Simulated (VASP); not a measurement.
Here is the system:

```yaml
crystal:
  lattice:
    - [2.82767, 0.00000, 0.00000]
    - [-1.41383, 2.44883, 0.00000]
    - [0.00000, 0.00000, 8.83625]
  atoms:
    - { symbol: W, position: [0.00000, 0.00000, 0.00000] }
    - { symbol: W, position: [0.00000, 0.00000, 0.50000] }
    - { symbol: Al, position: [0.33333, 0.66667, 0.25000] }
    - { symbol: Al, position: [0.66667, 0.33333, 0.75000] }
```

These are PBEsol GGA, VASP's PBE PAW potentials (set 64) (plane waves; VASP 6.6.1) values and carry that method's errors. Settings: 400 eV cut-off, 14×14×4 Γ-centred mesh, tetrahedra with Blöchl corrections, potentials W_sv Al.

Unless said otherwise, spin-orbit coupling is left out, though it shifts the bands of the heavy elements here.

### Question
Estimate the energy per atom (σ→0), band gap (on the k-mesh) with the smallest direct gap where there is one.

### Answer

| Quantity | Value |
|---|---|
| band gap (on the k-mesh) | none (metal, semimetal or under 0.01 eV) |
| energy per atom (σ→0) | -8931 meV/atom |

The absolute energy has meaning only against runs of the same code, potentials and settings.

The structure was generated: WAl was put into the NiAs type type (P6_3/mmc), which need not be its known phase. It was relaxed first, which changed the volume by -45 %.
